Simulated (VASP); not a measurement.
An input for Ansatz (written as the equivalent of a VASP run, and not itself run):

Ansatz 0.2 input:
```yaml
crystal:
  lattice:
    - [0.0000000, 2.7761165, 2.7761165]
    - [2.7761165, 0.0000000, 2.7761165]
    - [2.7761165, 2.7761165, 0.0000000]
  atoms:
    - { symbol: Ge, position: [0.0000000, 0.0000000, 0.0000000] }
    - { symbol: Se, position: [0.5000000, 0.5000000, 0.5000000] }
kpoints:
  mp_grid: { grid: [8, 8, 8] }
hamiltonian:
  xc: pbesol
  pseudopotentials: { kind: paw }
scf:
  occupations: { method: gaussian, width: 0.05 }
  max_iter: 100
relax:
  max_steps: 60
  f_tol: 0.01
  cell: {}
output: { forces: true, stress: true, eigenvalues: true }
```

Question: Translate this input to VASP (INCAR, KPOINTS, POSCAR, choice of POTCAR).

Answer: This is not unique; one that fits is 
**INCAR**
```
! general
SYSTEM =GeSe
PREC   =Accurate
ENCUT  =400
LREAL  =.False.
LASPH  =.True.

! electronic loop
EDIFF  =1E-6
NELM   =100
ALGO   =Normal
LMAXMIX=4

! smearing
ISMEAR =0
SIGMA  =0.05

! functional
GGA    =PS

! ions
IBRION =2
NSW    =60
ISIF   =3
EDIFFG =-0.01

! output
LWAVE  =.False.
LCHARG =.False.
```

File POSCAR:
```
GeSe
1
    0.0000000000     2.7761165112     2.7761165112
    2.7761165112     0.0000000000     2.7761165112
    2.7761165112     2.7761165112     0.0000000000
Ge Se
1 1
Direct
  0.0000000000   0.0000000000   0.0000000000
  0.5000000000   0.5000000000   0.5000000000
```

File KPOINTS:
```
Automatic
0
Gamma
  8 8 8
```

POTCAR, in this order: Ge_d Se (PBE.64 set). Program: vasp_std.

The two are equivalent in intent, not identical: each code has its own PAW files, so the cut-off isn't converted (ENCUT is set for VASP's; basis.ecutwfc is left out, and Ansatz then takes the one that its files recommend); Ansatz stops its SCF on the density residual and VASP on the energy change (EDIFF).

The structure comes from a computed database's GeSe entry (Fm-3m); how it stands against other phases isn't given here. This run relaxes it. Symmetry was kept, so distortions that lower it aren't found. The start is the result of an earlier pass.
